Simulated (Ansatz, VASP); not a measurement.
# CdPbSO in two plane-wave programs, part 3 of 3

Aim: how closely do two programs agree when they are given the same cell, functional and k mesh? The cell is invented: As first built, before any earlier steps moved the atoms (in the runner's words): it takes the PbS structure with some of its atoms replaced by other elements, volume scaled by an estimate. It may not be a known or stable phase. The cell is taken from a series of VASP runs on this material, whose earlier steps may have relaxed, scaled or displaced it; both programs get it as it stands. Valence electrons are named where the data sets of a main pair hold unlike numbers.

VASP 6.6.1 and Ansatz 0.2.0.

So far, pressure (GPa): step 4 (side by side) -0.578; step 8 (band structure, job bands) -0.578.

## Step 11: Ansatz: band structure, LDA, spin-orbit coupling

Level of this step: Ansatz beside VASP: Kohn-Sham DFT, plane waves, LDA, spin-orbit coupling (Ansatz).

The same cell, functional (in two slightly different forms), mesh and smearing now go to Ansatz, which takes its cutoff from its data sets.

The cell is taken from a series of VASP runs on this material, whose earlier steps may have relaxed, scaled or displaced it; both programs get it as it stands.

The input, input.yaml:

```yaml
crystal:
  lattice:
    - [3.4845284133, 0.0373016679, 0.0027962709]
    - [-1.7588269619, 3.3587475049, 0.4249282133]
    - [0.0071276996, 1.0282338125, 6.4644815989]
  atoms:
    - { symbol: Pb, position: [0.9504448466, 0.9037035568, 0.0482046533] }
    - { symbol: Cd, position: [0.0851269274, 0.168420641, 0.489261499] }
    - { symbol: S, position: [0.7119320077, 0.4261586888, 0.7110216946] }
    - { symbol: O, position: [0.5801662182, 0.1616441136, 0.2504391531] }
hamiltonian:
  xc: lda
  pseudopotentials: { kind: paw_fr }
magnetization:
  noncollinear: true
  spin_orbit: true
kpoints:
  mp_grid: { grid: [6, 6, 3] }
  band_path:
    path:
      - [0.5, 0.0, 0.0]
      - [0.4, 0.0, 0.0]
      - [0.26667, 0.0, 0.0]
      - [0.13333, 0.0, 0.0]
      - [0.0, 0.0, 0.0]
      - [0.0, 0.0, 0.1]
      - [0.0, 0.0, 0.2]
      - [0.0, 0.0, 0.33333]
      - [0.0, 0.0, 0.46667]
      - [0.43333, 0.0, 0.43333]
      - [0.3, 0.0, 0.3]
      - [0.16667, 0.0, 0.16667]
      - [0.06667, 0.0, 0.06667]
      - [0.0, -0.03333, -0.03333]
      - [0.0, -0.16667, -0.16667]
      - [0.0, -0.3, -0.3]
      - [0.0, -0.43333, -0.43333]
      - [0.46667, -0.46667, -0.46667]
      - [0.36667, -0.36667, -0.36667]
      - [0.23333, -0.23333, -0.23333]
      - [0.1, -0.1, -0.1]
      - [0.0, 0.0, 0.0]
      - [0.0, -0.13333, 0.0]
      - [0.0, -0.26667, 0.0]
      - [0.0, -0.36667, 0.0]
      - [0.0, -0.4, 0.0]
      - [0.0, -0.5, 0.0]
      - [0.4, -0.4, 0.0]
      - [0.26667, -0.26667, 0.0]
      - [0.13333, -0.13333, 0.0]
      - [0.0, 0.0, 0.0]
    npoints: 1
scf:
  occupations: { method: gaussian, width: 0.05 }
  n_extra_bands: 16
output:
  forces: true
  stress: true
  eigenvalues: true
  write_density: true
  write_potential: true
  elf: true
  volumetric_format: npy
```

Launch:

```
$ ansatz run input.yaml --threads 2 --pin off --max-ram 4608MiB --backend cpu --events-out ev --progress --plain --runs-dir out
```

Numbers of over 12 decimals in the logs are rounded to 6 here.

The log of the run:

```text
[...]
non-collinear run that drives no moment, with spin-orbit: no starting moment large enough to seed its density (crystal.atoms[].spin), no starting occupations that ask for one, no magnetisation constraint and no magnetic field, so the semilocal B_xc is pinned to zero
Crystal: 4 atoms, lattice volume = 74.555 Å³
Basis set: ecut = 420 eV, 1463 PW (Γ)
[...]
k-point 1: bands = [... 42 lower, 9.4881, 9.5200, 10.2757, 10.2828, 11.3012, 11.4085, 14.5657, 14.6138, ... 12 higher]
  k-point 2: bands = [... 42 lower, 9.0358, 9.0752, 10.1953, 10.2047, 12.0141, 12.6092, 13.3473, 14.1553, ... 12 higher]
  k-point 55: bands = [... 42 lower, 8.6616, 8.6804, 9.0431, 9.1009, 11.2544, 11.3337, 13.1061, 13.3293, ... 12 higher]
[key lines of the parts left out:]
SCF converged after 9 iterations
Magnetization: |M| = 0.0000 μB,  M = (+0.0000, +0.0000, +0.0000) μB
Free energy (F): -21184.377263 eV
Fermi energy:    10.503083 eV
P = ⅓ Tr σ = -0.7066 GPa (-7.066 kbar)
```

Elapsed: 65 s, on 2 threads of Arm Neoverse V1, shared host; peak memory 0.85 GiB.

## Step 12: Side by side

What differs besides the data sets and the points named for the pairs above, as far as they apply: spin-orbit coupling enters by fully relativistic files in Ansatz and inside the spheres in VASP; the data sets hold 46 valence electrons in Ansatz (on its fully relativistic PAW (standard-fr) files) and 38 in VASP. Total energies have different zeros and are not compared.

The two programs side by side:

| quantity | Ansatz | VASP | difference |
| --- | --- | --- | --- |
| pressure (GPa) | -0.71 | -0.12 | -0.58 |
| pressure without Ansatz's Pulay correction (GPa) | -0.95 | -0.12 | -0.82 |
| gap over the path points (eV) | 0.267 | 0.298 | -0.031 |

Levels at points of the path, from each program's valence-band top (eV; 8 filled, then empty):

| k (reciprocal lattice) | Ansatz | VASP |
| --- | --- | --- |
| 0.500 0.000 0.000 | -3.51 -3.51 -2.63 -2.63 -1.73 -1.73 -0.88 -0.88 0.58 0.58 3.10 3.10 3.73 3.73 | -3.51 -3.51 -2.63 -2.63 -1.74 -1.74 -0.89 -0.89 0.60 0.60 3.13 3.13 3.76 3.76 |
| 0.400 0.000 0.000 | -3.30 -3.18 -2.43 -2.33 -1.60 -1.58 -1.00 -0.97 0.64 0.76 3.06 3.36 3.46 4.05 | -3.30 -3.19 -2.43 -2.33 -1.61 -1.58 -1.00 -0.97 0.67 0.78 3.09 3.36 3.52 4.06 |
| 0.267 0.000 0.000 | -2.87 -2.77 -1.88 -1.82 -1.33 -1.28 -1.12 -1.09 1.23 1.54 3.21 3.40 4.12 4.41 | -2.87 -2.78 -1.87 -1.82 -1.33 -1.28 -1.13 -1.09 1.28 1.56 3.26 3.42 4.15 4.42 |
| 0.133 0.000 0.000 | -2.18 -2.16 -2.01 -1.93 -1.16 -1.15 -0.70 -0.68 2.24 2.73 3.10 3.65 4.44 4.92 | -2.18 -2.16 -2.00 -1.93 -1.16 -1.15 -0.70 -0.68 2.32 2.81 3.12 3.66 4.48 4.99 |
| 0.000 0.000 0.000 | -2.49 -2.49 -2.09 -2.09 -0.83 -0.83 0.00 0.00 2.07 2.07 3.90 3.90 4.59 4.59 | -2.49 -2.49 -2.08 -2.08 -0.83 -0.83 0.00 0.00 2.13 2.13 3.93 3.93 4.68 4.68 |
| 0.000 0.000 0.100 | -2.49 -2.48 -2.03 -2.02 -0.83 -0.82 -0.01 -0.01 1.86 1.97 3.91 4.09 4.57 4.63 | -2.49 -2.48 -2.02 -2.01 -0.83 -0.82 -0.01 -0.01 1.92 2.02 3.96 4.12 4.65 4.72 |
| 0.000 0.000 0.200 | -2.47 -2.47 -1.85 -1.84 -0.84 -0.81 -0.03 -0.02 1.48 1.62 4.08 4.25 4.57 4.76 | -2.47 -2.47 -1.84 -1.83 -0.84 -0.81 -0.03 -0.02 1.53 1.66 4.18 4.31 4.61 4.83 |
| 0.000 0.000 0.333 | -2.45 -2.45 -1.52 -1.51 -0.85 -0.82 -0.06 -0.06 0.96 1.07 4.23 4.28 4.68 4.97 | -2.45 -2.45 -1.52 -1.50 -0.85 -0.82 -0.06 -0.06 1.00 1.10 4.36 4.36 4.70 5.02 |
| 0.000 0.000 0.467 | -2.43 -2.43 -1.26 -1.26 -0.87 -0.86 -0.08 -0.08 0.68 0.71 4.25 4.25 4.87 4.95 | -2.43 -2.43 -1.26 -1.26 -0.86 -0.85 -0.08 -0.08 0.71 0.74 4.35 4.35 4.92 5.00 |
| 0.433 0.000 0.433 | -3.34 -3.29 -2.62 -2.55 -1.49 -1.47 -1.09 -1.07 0.95 1.08 2.86 2.93 3.92 4.06 | -3.34 -3.29 -2.62 -2.56 -1.50 -1.47 -1.09 -1.07 0.98 1.10 2.90 2.96 3.94 4.08 |

At this near-relaxed geometry the largest component of a force difference is 68 meV/Å. Among the levels compared at these points, filled levels agree within 13 meV and empty ones within 128 meV. Ansatz's pressure holds a Pulay correction of 0.24 GPa; VASP's holds none.

## Step 13: What the set-up changes

Further runs change the set-up of one program: Ansatz's method, potentials or start, or VASP's data sets, cutoff or form of LDA. The table gives Ansatz less VASP for each quantity, since a change that brings one quantity closer may part another.

| run | r.m.s. force difference (meV/Å) | pressure (GPa) | gap over the path points (eV) | pressure without Ansatz's Pulay correction (GPa) |
| --- | --- | --- | --- | --- |
| as above | 27 | -0.58 | -0.031 | -0.82 |
| cores kept as stored | 26 | -0.54 | -0.032 | -0.79 |
| Ansatz's larger PAW set (cutoff 900 eV) | 27 | -0.56 | -0.030 |  |

## Step 14: Outcome

| Quantity | Value |
| --- | --- |
| r.m.s. force difference (single point, LDA) | 25 meV/Å |
| difference in pressure (single point, LDA) | -0.52 GPa |
| r.m.s. force difference (band structure, LDA) | 25 meV/Å |
| difference in pressure (band structure, LDA) | -0.54 GPa |
| r.m.s. force difference (band structure, LDA, spin-orbit coupling) | 27 meV/Å |
| difference in pressure (band structure, LDA, spin-orbit coupling) | -0.58 GPa |

The r.m.s. force difference is 27 meV/Å (band structure, LDA, spin-orbit coupling), beyond the 12 meV/Å picked in this series as the mark of a large difference. The data sets hold unlike numbers of valence electrons (46 in Ansatz and 38 in VASP), so part of the differences comes from the potentials. Single point, LDA, cores kept as stored: the difference in gap on the k mesh goes from -0.0019 to -0.0032 eV. Single point, LDA, Ansatz's larger PAW set (cutoff 900 eV): the difference in gap on the k mesh goes from -0.0019 to -4.5e-4 eV. Single point, LDA, norm-conserving potentials (cutoff 1388 eV): the difference in pressure goes from -0.52 to -0.38 GPa; the difference in gap on the k mesh goes from -0.0019 to -0.0072 eV. Band structure, LDA, cores kept as stored: the difference in gap over the path points goes from -0.0028 to -0.0039 eV. Band structure, LDA, Ansatz's larger PAW set (cutoff 900 eV): the difference in gap over the path points goes from -0.0028 to -0.0014 eV. 1 further run of this series is not shown here. Such differences can come from data sets, numerical settings and the points named under the comparisons, not from the functional's error against experiment.

[Lines on the potential files, build, host, timing and source positions are cut from VASP's logs without a mark.]

[Logs are printed without paths, hosts, clocks, repeated set-up lines and the standing remarks that a program may print on its own settings, such as how far it seeks lower states.]

[Hosts, paths, dates, database ids (printed as entryN), source tags and the programs' standing remarks are cut or masked in the printed files.]
